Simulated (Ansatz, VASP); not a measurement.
**One cell, several codes and potentials: GaSb**

System: GaSb (zinc blende type, first atom moved by 0.06 Å along [111]), 2 atoms in the cell.

```
CELL_PARAMETERS angstrom
0.00000 3.11000 3.11000
3.11000 0.00000 3.11000
3.11000 3.11000 0.00000
ATOMIC_POSITIONS crystal
Ga 0.00557 0.00557 0.00557
Sb 0.25000 0.25000 0.25000
```

All runs use HSE06; k-mesh 4×4×4 Γ-centred; Fermi–Dirac smearing of 0.1 eV; no spin polarisation; no spin–orbit coupling. Exact exchange at q = 0 is regularized (HFRCUT = 0 in VASP). VASP pressures are printed at a fixed basis; Ansatz's pressures include its basis correction. The all-electron reference is a plane-wave run on PAW datasets generated for this crystal and functional, not LAPW.

```
                          run  pressure (GPa)  Fx on Ga1 (eV/Å)
Ansatz PAW soft set 1, 420 eV           -1.53            -0.285
 Ansatz with JTH PAW, 3600 eV           -1.52            -0.286
  Ansatz PAW hard set, 700 eV           -1.53            -0.286
        VASP, Ga_d/Sb, 368 eV           -2.17            -0.285
Ansatz hand-made PAW, 1020 eV           -1.53            -0.286
```

Task: What does the all-electron calculation give for these quantities?

Result: Ansatz all-electron PAW datasets made for this crystal, 290 eV: pressure -1.54 GPa, Fx on Ga1 -0.286 eV/Å. All forces:

```
atom  Fx (eV/Å)  Fy (eV/Å)  Fz (eV/Å)
 Ga1     -0.286     -0.286     -0.286
 Sb2      0.286      0.286      0.286
```

The k-mesh is coarse, so these values belong to this mesh and can lie far from the converged ones. Potentials made with PBE were used with another functional (at least in: Ansatz with JTH PAW, 3600 eV; Ansatz PAW hard set, 700 eV; VASP, Ga_d/Sb, 368 eV).
